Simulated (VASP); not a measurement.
CdS (zinc blende), at 1.04 of the tabulated volume:

```
CdS
1.0
    0.00000     2.94829     2.94829
    2.94829     0.00000     2.94829
    2.94829     2.94829     0.00000
Cd S
1 1
Cartesian
  0.00000   0.00000   0.00000
  1.47415   1.47415   1.47415
```

The lowest empty band near Γ, direction [111], from mBJ (TB09) with spin-orbit coupling in VASP (PAW); its two spin partners are averaged. The gap over the points computed is 2.56 eV, and the next band on that side lies 4.86 eV away at the edge.

Settings: 400 eV cut-off, 9×9×9 Γ-centred mesh, Gaussian smearing of 0.050 eV, potentials Cd S.

| distance from the edge in k (1/Å) | distance in energy (meV) |
|---|---|
| 0.018 | 5.1 |
| 0.025 | 9.7 |
| 0.035 | 18.9 |
| 0.050 | 38.2 |
| 0.070 | 73.6 |

### Question
Fit E(1 + αE) = ħ²k²/2m* (ħ²/2m0 = 3.810 eV Å²) and predict the row at 0.095 1/Å.

### Answer
Least squares on the energies gives the electron mass m* = 0.244 m0 and α = 0.51 per eV, and so 131.8 meV. The run gave 131.7 meV, -0.1 meV from the fit.

Left out are points under 3 meV from the edge, since the levels carry 0.1 meV, and points farther than half the way to the next band.

The compound is CdS in the zinc blende structure, a metastable form; wurtzite is the usual one. The cell was not relaxed at this level.
